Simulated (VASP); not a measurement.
Input for VASP

INCAR:
```
SYSTEM = BeTe
PREC = Accurate
ENCUT = 400
EDIFF = 1E-8
NELM = 100
ALGO = Normal
LREAL = .FALSE.
LASPH = .TRUE.
ISMEAR = 0
SIGMA = 0.05
LMAXMIX = 4
LWAVE = .FALSE.
LCHARG = .FALSE.
IBRION = 1
ISIF = 2
NSW = 30
EDIFFG = -0.001
```

### POSCAR
```
BeTe
1
    0.0000000000     2.7811526062     2.7811526062
    2.7811526062     0.0000000000     2.7811526062
    2.7811526062     2.7811526062     0.0000000000
Be Te
1 1
Direct
  0.0000000000   0.0000000000   0.0000000000
  0.2500000000   0.2500000000   0.2500000000
```

### KPOINTS
```
Automatic mesh
0
Gamma
7 7 7
0 0 0
```

POTCAR, in this order: Be Te (LDA.64 set). Program: vasp_std.

Task: Write an equivalent input for Quantum ESPRESSO's pw.x.

Result: One equivalent input (not run):
```
&CONTROL
  calculation = 'relax'
  pseudo_dir = './pseudo'
  outdir = './out'
  tprnfor = .true.
  tstress = .true.
  nstep = 30
  forc_conv_thr = 3.9e-05
/
&SYSTEM
  ibrav = 0
  nat = 2
  ntyp = 2
  ecutwfc = 88
  occupations = 'smearing'
  smearing = 'gaussian'
  degauss = 0.003675
  input_dft = 'pz'
/
&ELECTRONS
  conv_thr = 7.3e-10
  electron_maxstep = 100
/
&IONS
/
ATOMIC_SPECIES
  Be 9.012 Be.upf
  Te 127.600 Te.upf
CELL_PARAMETERS angstrom
     0.0000000    2.7811526    2.7811526
     2.7811526    0.0000000    2.7811526
     2.7811526    2.7811526    0.0000000
ATOMIC_POSITIONS crystal
  Be   0.0000000  0.0000000  0.0000000
  Te   0.2500000  0.2500000  0.2500000
K_POINTS automatic
  7 7 7 0 0 0
```
What does not carry over: the potentials are each code's own (VASP's PAW set, PseudoDojo norm-conserving files in pw.x), so ENCUT and ecutwfc are chosen apart and not converted; conv_thr bounds pw.x's estimated SCF error, while EDIFF bounds the energy change between steps; forc_conv_thr acts on force components and is met together with etot_conv_thr.

The compound is BeTe in the zinc blende structure. It was relaxed first. The start is the result of an earlier pass.
